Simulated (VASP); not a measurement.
VASP runs on ZrB2 share one base input (PBE GGA, plane waves, VASP's PBE PAW potentials (set 64)) and change the settings named in each case.

KPOINTS:
```
Automatic mesh
0
Gamma
10 10 1
0 0 0
```

INCAR:
```
! general
SYSTEM  = ZrB2
PREC    = Accurate
ENCUT   = 400
LREAL   = F
LASPH   = T

! electronic loop
EDIFF   = 1E-6
NELM    = 100
ALGO    = Normal
LMAXMIX = 4

! smearing
ISMEAR  = -1
SIGMA   = 0.1

! functional
GGA     = PE

! ions
ISIF    = 2

! output
LWAVE   = F
LCHARG  = F
```

File POSCAR:
```
ZrB2
3.170
  1.0000000000   0.0000000000   0.0000000000
 -0.5000000000   0.8660255521   0.0000000000
  0.0000000000   0.0000000000   5.4558359621
Zr B
2 4
Cartesian
  0.0000000000   0.0000000000   2.4495284953
  0.0000000000   0.0000000000   3.5630918943
  0.5000005000   0.2886748953   1.8927440678
 -0.0000005000   0.5773506567   1.8927440678
  0.5000005000   0.2886748953   3.0063074669
 -0.0000005000   0.5773506567   3.0063074669
```

POTCAR, in this order: Zr_sv B (PBE.64 set). Program: vasp_std.

| change | E(σ→0) (eV/atom) | largest force (eV/Å) | −TS (eV) |
|---|---|---|---|
| base run | -7.6100 | 0.977 | -0.1486 |
| GGA removed, POTCAR Zr_sv B (LDA.64 set) | -8.3486 | ___ | ___ |
| GGA_COMPAT = .FALSE., LNONCOLLINEAR = .TRUE., LSORBIT = .TRUE., MAGMOM = 0.0 0.0 0.0 0.0 0.0 0.0 0.0 0.0 0.0 0.0 0.0 0.0 0.0 0.0 0.0 0.0 0.0 0.0, program vasp_ncl | -7.6335 | ___ | ___ |
| KPOINTS 5×5×1 Γ-centred mesh | -7.6206 | 1.016 | -0.1211 |

Task: Fill in the missing entries.

Result: 
- GGA removed, POTCAR Zr_sv B (LDA.64 set), largest force (eV/Å): 1.113
- GGA removed, POTCAR Zr_sv B (LDA.64 set), −TS (eV): -0.1491
- GGA_COMPAT = .FALSE., LNONCOLLINEAR = .TRUE., LSORBIT = .TRUE., MAGMOM = 0.0 0.0 0.0 0.0 0.0 0.0 0.0 0.0 0.0 0.0 0.0 0.0 0.0 0.0 0.0 0.0 0.0 0.0, program vasp_ncl, largest force (eV/Å): 0.976
- GGA_COMPAT = .FALSE., LNONCOLLINEAR = .TRUE., LSORBIT = .TRUE., MAGMOM = 0.0 0.0 0.0 0.0 0.0 0.0 0.0 0.0 0.0 0.0 0.0 0.0 0.0 0.0 0.0 0.0 0.0 0.0, program vasp_ncl, −TS (eV): -0.1484

Energies of different potentials or functionals have different zeros.  The cell holds a wide vacuum, so values per volume refer to the whole cell.

Left out are runs that ran out of time, are held back, or changed the cell or the kind of run, fixed moments of cells without a moment, rows past the twelfth, gaps on odd meshes, pressures of charged cells and columns that move by less than the noise.

The cell is a sheet or thin cut with vacuum, built from a generated structure.
